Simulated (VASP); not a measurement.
The input files of a VASP run:

### INCAR
```
SYSTEM  =  HfO2
PREC  =  Accurate; ENCUT  =  400; LREAL  =  .FALSE.
LASPH  =  .TRUE.
EDIFF  =  1E-6; NELM  =  100; ALGO  =  Normal
LMAXMIX  =  6
ISMEAR  =  0; SIGMA  =  0.01
GGA  =  PE
ISIF  =  2
LWAVE  =  .FALSE.; LCHARG  =  .FALSE.
```

**KPOINTS**
```
Automatic mesh
0
Gamma
  12 12 12
```

**POSCAR**
```
HfO2
1.0
  0.0000000000   2.4231010000   2.4231010000
  2.4231010000   0.0000000000   2.4231010000
  2.4231010000   2.4231010000   0.0000000000
Hf O
1 2
Cartesian
  0.0000000000   0.0000000000   0.0000000000
  3.6346515000   3.6346515000   3.6346515000
  1.2115505000   1.2115505000   1.2115505000
```

POTCAR, in this order: Hf_pv O (PBE.64 set). Program: vasp_std.

Task: Write an equivalent input for Ansatz.

Result: One equivalent input (not run):
Ansatz 0.2 input:
```yaml
crystal:
  lattice:
    - [0.0000000, 2.4231010, 2.4231010]
    - [2.4231010, 0.0000000, 2.4231010]
    - [2.4231010, 2.4231010, 0.0000000]
  atoms:
    - { symbol: Hf, position: [0.0000000, 0.0000000, 0.0000000] }
    - { symbol: O, position: [0.7500000, 0.7500000, 0.7500000] }
    - { symbol: O, position: [0.2500000, 0.2500000, 0.2500000] }
kpoints:
  mp_grid: { grid: [12, 12, 12] }
hamiltonian:
  xc: pbe
  pseudopotentials: { kind: paw }
scf:
  occupations: { method: gaussian, width: 0.01 }
  max_iter: 100
output: { forces: true, stress: true, eigenvalues: true }
```
The two are equivalent in intent, not identical: each code has its own PAW files, so the cut-off isn't converted (ENCUT is set for VASP's; basis.ecutwfc is left out, and Ansatz then takes the one that its files recommend); Ansatz stops its SCF on the density residual and VASP on the energy change (EDIFF).

The structure comes from a computed database's HfO2 entry; how it stands against other phases isn't given here. The cell was not relaxed at this level, and its volume differs by -5.9 % from the start's.
